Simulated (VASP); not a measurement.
## Cr3Ir2: core-level shifts

Wanted: the chemical shifts that photoemission would resolve in Cr3Ir2.

Program: VASP 6.6.1. Level of theory: PBE, spin-polarised from a ferromagnetic start; plane waves and PAW (Cr_pv, Ir), in the first sound run; inputs show where later runs differ. Results are calculated unless marked as measured.

**1. Starting point**

The cell holds 20 atoms: 12 Cr and 8 Ir. Its edges and angles: a = 5.700 Å, b = 4.936 Å, c = 22.061 Å, α = 90.0°, β = 90.0°, γ = 54.7°. It derives from Cr. Ir replaces host atoms (under the top layer, both faces). Regions: layer 1, 4 atoms (4 Cr); layer 2, 4 atoms (4 Ir); layer 3, 4 atoms (4 Cr); other layers, 8 atoms (4 Ir and 4 Cr). Vacuum lies along c.

**2. Relaxation**

The free atoms are relaxed first inside the given cell, which is kept (ISIF = 0), since core levels depend on the positions.

INCAR reads:

```
SYSTEM = Cr3Ir2
PREC = Normal
ENCUT = 330
EDIFF = 1E-05
NELM = 100
ISMEAR = 0
SIGMA = 0.1
LREAL = Auto
ALGO = Fast
GGA = PE
NBANDS = 143
ISPIN = 2
MAGMOM = 3 3 3 3 3 3 3 3 3 3 3 3 0.6 0.6 0.6 0.6 0.6 0.6 0.6 0.6
LMAXMIX = 4
LORBIT = 11
LWAVE = .FALSE.
LCHARG = .FALSE.
KPAR = 2
NCORE = 4
IBRION = 2
NSW = 50
ISIF = 0
EDIFFG = -0.05
```

POSCAR reads:

```
Cr3Ir2
1.0
    5.7000000000      0.0000000000      0.0000000000
    2.8500000000      4.0305086528      0.0000000000
    0.0000000000      0.0000000000     22.0610173055
Cr Ir
12 8
Selective dynamics
Direct
    0.0000000000      0.0000000000      0.6826982230  T T T
    0.5000000000      0.0000000000      0.6826982230  T T T
    0.0000000000      0.5000000000      0.6826982230  T T T
    0.5000000000      0.5000000000      0.6826982230  T T T
    0.0000000000      0.0000000000      0.5000000000  F F F
    0.5000000000      0.0000000000      0.5000000000  F F F
    0.0000000000      0.5000000000      0.5000000000  F F F
    0.5000000000      0.5000000000      0.5000000000  F F F
    0.0000000000      0.0000000000      0.3173017770  T T T
    0.5000000000      0.0000000000      0.3173017770  T T T
    0.0000000000      0.5000000000      0.3173017770  T T T
    0.5000000000      0.5000000000      0.3173017770  T T T
    0.7500000000      0.5000000000      0.5913491110  T T T
    0.2500000000      0.5000000000      0.5913491110  T T T
    0.7500000000      0.0000000000      0.5913491110  T T T
    0.2500000000      0.0000000000      0.5913491110  T T T
    0.7500000000      0.5000000000      0.4086508890  T T T
    0.2500000000      0.5000000000      0.4086508890  T T T
    0.7500000000      0.0000000000      0.4086508890  T T T
    0.2500000000      0.0000000000      0.4086508890  T T T
```

KPOINTS reads:

```
Automatic mesh
0
Gamma
5 5 1
0 0 0
```

The projector-augmented-wave data sets are Cr_pv and Ir (PBE family, release 64).

Run with:

```sh
mpirun -np 8 vasp_std
```

The program printed:

```text
[banner, memory and clock lines left out]
running    8 mpi-ranks, on    1 nodes
 distrk:  each k-point on    4 cores,    2 groups
 distr:  one band on    4 cores,    1 groups

 POSCAR found type information on POSCAR CrIr
 POSCAR found :  2 types and      20 ions
 LDA part: xc-table for (Slater+PW92), standard interpolation
 POSCAR, INCAR and KPOINTS ok, starting setup
 FFT: planning ... GRIDC
 FFT: planning ... GRID_SOFT
 FFT: planning ... GRID
 WAVECAR not read
 entering main loop
       N       E                     dE             d eps       ncg     rms          rms(c)
DAV:   1     0.216648675090E+04    0.21665E+04   -0.99342E+04  6468   0.113E+03
DAV:   2    -0.220536399256E+02   -0.21885E+04   -0.20641E+04  5274   0.424E+02
DAV:   3    -0.168144689311E+03   -0.14609E+03   -0.13660E+03  6893   0.121E+02
DAV:   4    -0.174805263833E+03   -0.66606E+01   -0.63413E+01  6816   0.219E+01
DAV:   5    -0.175065436027E+03   -0.26017E+00   -0.25569E+00  7201   0.389E+00    0.830E+01
RMM:   6    -0.215873243626E+03   -0.40808E+02   -0.19068E+02  5448   0.427E+01    0.804E+01
RMM:   7    -0.331647616679E+03   -0.11577E+03   -0.30085E+02  5814   0.470E+01    0.116E+02
RMM:   8    -0.171101908117E+03    0.16055E+03   -0.88147E+01  5250   0.276E+01    0.604E+01
RMM:   9    -0.143117115380E+03    0.27985E+02   -0.31738E+01  5171   0.201E+01    0.377E+01
RMM:  10    -0.147898806074E+03   -0.47817E+01   -0.16577E+01  5379   0.110E+01    0.251E+01
RMM:  11    -0.145959307954E+03    0.19395E+01   -0.90635E+00  5359   0.872E+00    0.111E+01
RMM:  12    -0.151136206321E+03   -0.51769E+01   -0.30263E+00  5498   0.426E+00    0.771E+00
RMM:  13    -0.157357235079E+03   -0.62210E+01   -0.33260E+00  5617   0.416E+00    0.559E+00
RMM:  14    -0.158672077094E+03   -0.13148E+01   -0.11586E+00  5683   0.203E+00    0.596E+00
RMM:  15    -0.158506724761E+03    0.16535E+00   -0.24136E-01  5523   0.117E+00    0.523E+00
RMM:  16    -0.157978455217E+03    0.52827E+00   -0.10535E-01  5941   0.625E-01    0.467E+00
RMM:  17    -0.157366930982E+03    0.61152E+00   -0.13413E-01  5790   0.848E-01    0.342E+00
RMM:  18    -0.158943921873E+03   -0.15770E+01   -0.56853E-01  6341   0.135E+00    0.314E+00
RMM:  19    -0.158966748758E+03   -0.22827E-01   -0.17760E-01  6261   0.880E-01    0.289E+00
RMM:  20    -0.159236429594E+03   -0.26968E+00   -0.20584E-01  6335   0.886E-01    0.248E+00
RMM:  21    -0.159650253196E+03   -0.41382E+00   -0.73443E-01  7190   0.142E+00    0.211E+00
RMM:  22    -0.159874569841E+03   -0.22432E+00   -0.24432E-01  6685   0.860E-01    0.182E+00
RMM:  23    -0.161088623496E+03   -0.12141E+01   -0.82304E-01  7027   0.125E+00    0.178E+00
RMM:  24    -0.161579543613E+03   -0.49092E+00   -0.38877E-01  6742   0.885E-01    0.146E+00
RMM:  25    -0.162187522861E+03   -0.60798E+00   -0.33084E-01  6715   0.783E-01    0.135E+00
RMM:  26    -0.163384123684E+03   -0.11966E+01   -0.10956E+00  7658   0.143E+00    0.999E-01
RMM:  27    -0.163550886972E+03   -0.16676E+00   -0.16769E-01  6306   0.468E-01    0.998E-01
RMM:  28    -0.163576750827E+03   -0.25864E-01   -0.42077E-02  6625   0.195E-01    0.998E-01
RMM:  29    -0.163654587629E+03   -0.77837E-01   -0.15027E-02  5777   0.159E-01    0.951E-01
RMM:  30    -0.163759191220E+03   -0.10460E+00   -0.20800E-02  6568   0.348E-01    0.130E+00
[...]
RMM:  54    -0.165442320465E+03   -0.30241E-01   -0.24833E-02  7948   0.226E-01    0.165E+00
RMM:  55    -0.165448903401E+03   -0.65829E-02   -0.50125E-03  6659   0.828E-02    0.166E+00
RMM:  56    -0.165498189059E+03   -0.49286E-01   -0.35047E-02  8778   0.422E-01    0.160E+00
RMM:  57    -0.165497061555E+03    0.11275E-02   -0.10048E-02  8122   0.192E-01    0.183E+00
RMM:  58    -0.165409881736E+03    0.87180E-01   -0.51036E-02  8880   0.510E-01    0.208E+00
RMM:  59    -0.165367543150E+03    0.42339E-01   -0.10431E-01  8787   0.539E-01    0.177E+00
RMM:  60    -0.165339344356E+03    0.28199E-01   -0.96784E-02  8834   0.509E-01    0.191E+00
RMM:  61    -0.165380823519E+03   -0.41479E-01   -0.48870E-02  8770   0.469E-01    0.182E+00
RMM:  62    -0.165377183862E+03    0.36397E-02   -0.27517E-03  6903   0.114E-01    0.180E+00
RMM:  63    -0.165375449414E+03    0.17344E-02   -0.47741E-04  5352   0.304E-02    0.181E+00
RMM:  64    -0.165374408885E+03    0.10405E-02   -0.82685E-05  4445   0.159E-02    0.182E+00
RMM:  65    -0.165374401343E+03    0.75419E-05   -0.38678E-05  3878   0.103E-02
   1 F= -.16537440E+03 E0= -.16528995E+03  d E =-.165374E+03  mag=    -5.0278
 curvature:   0.00 expect dE= 0.000E+00 dE for cont linesearch  0.000E+00
 trial: gam= 0.00000 g(F)=  0.949E+00 g(S)=  0.000E+00 ort = 0.000E+00 (trialstep = 0.100E+01)
 search vector abs. value=  0.949E+00
 bond charge predicted
       N       E                     dE             d eps       ncg     rms          rms(c)
DAV:   1    -0.161826715911E+03    0.35477E+01   -0.28913E+02  7096   0.139E+02    0.545E+00
RMM:   2    -0.165370153158E+03   -0.35434E+01   -0.34601E+01  5271   0.208E+01    0.450E+00
RMM:   3    -0.167442483107E+03   -0.20723E+01   -0.85521E+00  5586   0.813E+00    0.132E+01
RMM:   4    -0.166171352357E+03    0.12711E+01   -0.12066E+00  5612   0.375E+00    0.392E+00
RMM:   5    -0.166159865688E+03    0.11487E-01   -0.44523E-01  6060   0.183E+00    0.312E+00
RMM:   6    -0.166122958607E+03    0.36907E-01   -0.16732E-01  5822   0.117E+00    0.250E+00
RMM:   7    -0.166090695306E+03    0.32263E-01   -0.89532E-02  6584   0.642E-01    0.148E+00
RMM:   8    -0.166034310976E+03    0.56384E-01   -0.52160E-02  6623   0.429E-01    0.962E-01
RMM:   9    -0.166000786480E+03    0.33524E-01   -0.19880E-02  6769   0.240E-01    0.835E-01
RMM:  10    -0.166006744335E+03   -0.59579E-02   -0.58297E-03  6453   0.164E-01    0.699E-01
RMM:  11    -0.166005886724E+03    0.85761E-03   -0.61127E-03  6081   0.179E-01    0.723E-01
RMM:  12    -0.166005459766E+03    0.42696E-03   -0.82600E-03  6300   0.206E-01    0.623E-01
RMM:  13    -0.166054489485E+03   -0.49030E-01   -0.11029E-02  6066   0.145E-01    0.494E-01
RMM:  14    -0.166150069129E+03   -0.95580E-01   -0.57140E-02  7356   0.304E-01    0.327E-01
RMM:  15    -0.166215532436E+03   -0.65463E-01   -0.12621E-02  6454   0.136E-01    0.240E-01
RMM:  16    -0.166254754583E+03   -0.39222E-01   -0.66564E-03  6331   0.113E-01    0.160E-01
RMM:  17    -0.166271294526E+03   -0.16540E-01   -0.43200E-03  6296   0.947E-02    0.936E-02
RMM:  18    -0.166268889505E+03    0.24050E-02   -0.11474E-03  6053   0.525E-02    0.749E-02
RMM:  19    -0.166265703101E+03    0.31864E-02   -0.21972E-04  5059   0.332E-02    0.476E-02
RMM:  20    -0.166266510966E+03   -0.80787E-03   -0.15252E-04  4727   0.235E-02    0.382E-02
RMM:  21    -0.166267262618E+03   -0.75165E-03   -0.66841E-05  4199   0.178E-02    0.218E-02
RMM:  22    -0.166269517807E+03   -0.22552E-02   -0.10185E-04  3904   0.130E-02    0.161E-02
RMM:  23    -0.166272520173E+03   -0.30024E-02   -0.15913E-04  3801   0.132E-02    0.135E-02
RMM:  24    -0.166273962507E+03   -0.14423E-02   -0.71106E-05  3528   0.101E-02    0.121E-02
RMM:  25    -0.166274622754E+03   -0.66025E-03   -0.42847E-05  3378   0.816E-03    0.408E-03
RMM:  26    -0.166274755401E+03   -0.13265E-03   -0.12151E-05  2939   0.507E-03    0.270E-03
RMM:  27    -0.166274774669E+03   -0.19268E-04   -0.32198E-06  2485   0.329E-03    0.156E-03
RMM:  28    -0.166274775668E+03   -0.99848E-06   -0.13034E-06  2167   0.257E-03
   2 F= -.16627478E+03 E0= -.16620267E+03  d E =-.900374E+00  mag=    -0.0008
[...]
3 F= -.16717954E+03 E0= -.16710928E+03  d E =-.180514E+01  mag=    -0.0096
[...]
4 F= -.16721810E+03 E0= -.16714680E+03  d E =-.184370E+01  mag=    -0.0048
[...]
5 F= -.16773504E+03 E0= -.16766510E+03  d E =-.516940E+00  mag=    -0.0018
[...]
6 F= -.16776015E+03 E0= -.16768820E+03  d E =-.542045E+00  mag=    -0.0010
 curvature:  -1.35 expect dE=-0.737E-02 dE for cont linesearch -0.339E-02
 ZBRENT: interpolating
 opt :   2.0562  next Energy=  -167.764156 (dE=-0.546E+00)
 bond charge predicted
       N       E                     dE             d eps       ncg     rms          rms(c)
DAV:   1    -0.167736926250E+03    0.23214E-01   -0.56267E+00  5891   0.113E+01    0.586E-01
RMM:   2    -0.167872785598E+03   -0.13586E+00   -0.32227E-01  5231   0.215E+00    0.385E+00
RMM:   3    -0.167764612787E+03    0.10817E+00   -0.75886E-02  5290   0.909E-01    0.288E-01
RMM:   4    -0.167765413061E+03   -0.80027E-03   -0.72792E-03  5644   0.258E-01    0.257E-01
RMM:   5    -0.167765539180E+03   -0.12612E-03   -0.19696E-03  5583   0.138E-01    0.227E-01
RMM:   6    -0.167765198692E+03    0.34049E-03   -0.17622E-03  5384   0.133E-01    0.129E-01
RMM:   7    -0.167765083345E+03    0.11535E-03   -0.54298E-04  5212   0.763E-02    0.267E-02
RMM:   8    -0.167765101650E+03   -0.18305E-04   -0.19633E-04  5724   0.353E-02    0.242E-02
RMM:   9    -0.167765094923E+03    0.67270E-05   -0.34968E-05  3946   0.152E-02
   7 F= -.16776509E+03 E0= -.16769380E+03  d E =-.546990E+00  mag=    -0.0007
 curvature:  -1.59 expect dE=-0.717E-03 dE for cont linesearch -0.465E-04
 trial: gam= 0.00000 g(F)=  0.450E-03 g(S)=  0.000E+00 ort =-0.499E-02 (trialstep = 0.168E+01)
 search vector abs. value=  0.450E-03
 reached required accuracy - stopping structural energy minimisation
```

It took 12 min on 8 MPI ranks of Intel Xeon 6975P-C (Granite Rapids), shared host; peak memory 2.1 GiB; 1.6 h of CPU time.

Lines that name or quote the potential files are left out of all logs, and their timing lines are given in words.

(Continued in part 2 of 5.)

[Lines on the potential files, build, host, timing and source positions are cut from VASP's logs without a mark.]

[Logs are printed without paths, hosts, clocks, repeated set-up lines and the standing remarks that a program may print on its own settings, such as how far it seeks lower states.]

[Hosts, paths, dates, database ids (printed as entryN), source tags and the programs' standing remarks are cut or masked in the printed files.]
